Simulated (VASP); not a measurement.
VASP runs on MnC (a trial cell in the CrB structure, space group Cmcm) share one base input (PBE GGA, plane waves, VASP's PBE PAW potentials (set 64)) and change the settings named in each case.

File POSCAR:
```
MnC
1
    1.4663280000    -3.8748250000     0.0000000000
    1.4663280000     3.8748250000     0.0000000000
    0.0000000000     0.0000000000     2.8897240000
C Mn
2 2
Direct
  0.5640000000   0.4360000000   0.2500000000
  0.4360000000   0.5640000000   0.7500000000
  0.8547500000   0.1452500000   0.2500000000
  0.1452500000   0.8547500000   0.7500000000
```

File KPOINTS:
```
Regular mesh
0
G
7 7 7
0 0 0
```

INCAR:
```
! general
SYSTEM   =  MnC
PREC     =  Accurate
ENCUT    =  520
LREAL    =  .False.   ! projection in real space or not
LASPH    =  .True.

! electronic loop
EDIFF    =  1E-6   ! SCF stop (eV)
NELM     =  100   ! most electronic steps
ALGO     =  Normal
LMAXMIX  =  4   ! l cut-off of mixed one-centre charges

! smearing
ISMEAR   =  0   ! Gaussian
SIGMA    =  0.05   ! width (eV)

! functional
GGA      =  PE   ! PBE

! spin
ISPIN    =  2
MAGMOM   =  2*0.0 2*4.0

! ions
ISIF     =  2   ! forces and stress, cell fixed

! output
LWAVE    =  .False.
LCHARG   =  .False.
LORBIT   =  10
```

POTCAR, in this order: C Mn_pv (PBE.64 set). Program: vasp_std.

```json
[
 {"change": "base run", "E(σ→0) (eV/atom)": "-8.4593", "pressure (GPa)": "-11.90", "largest force (eV/Å)": "0.166", "moment (μB)": "3.90", "−TS (eV)": "-0.0023"},
 {"change": "GGA = RP", "E(σ→0) (eV/atom)": "-7.9730", "pressure (GPa)": "-5.53", "largest force (eV/Å)": "0.199", "moment (μB)": "3.97", "−TS (eV)": "-0.0027"},
 {"change": "GGA = 91", "E(σ→0) (eV/atom)": "-8.4109", "pressure (GPa)": "-11.92", "largest force (eV/Å)": "0.188", "moment (μB)": "3.79", "−TS (eV)": "-0.0028"},
 {"change": "GGA = PS", "E(σ→0) (eV/atom)": "-9.1032", "pressure (GPa)": "-21.82", "largest force (eV/Å)": "0.243", "moment (μB)": "3.86", "−TS (eV)": "-0.0024"},
 {"change": "IVDW = 11", "E(σ→0) (eV/atom)": "-8.6684", "pressure (GPa)": "[?]", "largest force (eV/Å)": "[?]", "moment (μB)": "3.90", "−TS (eV)": "-0.0023"},
 {"change": "AGGAC = 0.0, GGA = BO, LUSE_VDW = .TRUE., PARAM1 = 0.1833333333, PARAM2 = 0.22", "E(σ→0) (eV/atom)": "-6.1671", "pressure (GPa)": "-11.31", "largest force (eV/Å)": "0.312", "moment (μB)": "3.82", "−TS (eV)": "-0.0024"},
 {"change": "IVDW = 12", "E(σ→0) (eV/atom)": "-8.7453", "pressure (GPa)": "-17.65", "largest force (eV/Å)": "0.169", "moment (μB)": "3.90", "−TS (eV)": "-0.0023"}
]
```

What belongs in the gaps?

- IVDW = 11, pressure (GPa): -16.31
- IVDW = 11, largest force (eV/Å): 0.177

Energies of different potentials or functionals have different zeros. The moments were started parallel, and other spin orders were not tried in this run.

Left out are runs that ran out of time, are held back, or changed the cell or the kind of run, fixed moments of cells without a moment, rows past the twelfth, gaps on odd meshes, pressures of charged cells and columns that move by less than the noise.

The structure was generated: MnC was put into the CrB type (Cmcm), which need not be its known phase. The cell was not relaxed at this level, forces remain on its atoms.
